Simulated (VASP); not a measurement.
Computed with r2SCAN meta-GGA, VASP's PBE PAW potentials (set 64) (plane waves; VASP). For the first row: Numerical set-up: 520 eV cut-off, 8×8×8 Γ-centred mesh, Gaussian smearing of 0.050 eV, potentials Cd S.

```
system             energy (eV/atom)
-----------------  ----------------
CdS (zinc blende)          -14.8431
Cd atom                    -19.0424
S atom                      -5.1165
```

Atoms are spin-polarised in a large box without symmetry, with the spin fixed by Hund's rule, and may not be in the lowest state of each functional; no zero-point energy is added.

Problem. What is the cohesive energy per atom of CdS?

Solution. The references average (1×(-19.0424) + 1×(-5.1165))/2 = -12.0795 eV, so the cohesive energy is -12.0795 − (-14.8431) = 2.764 eV/atom.
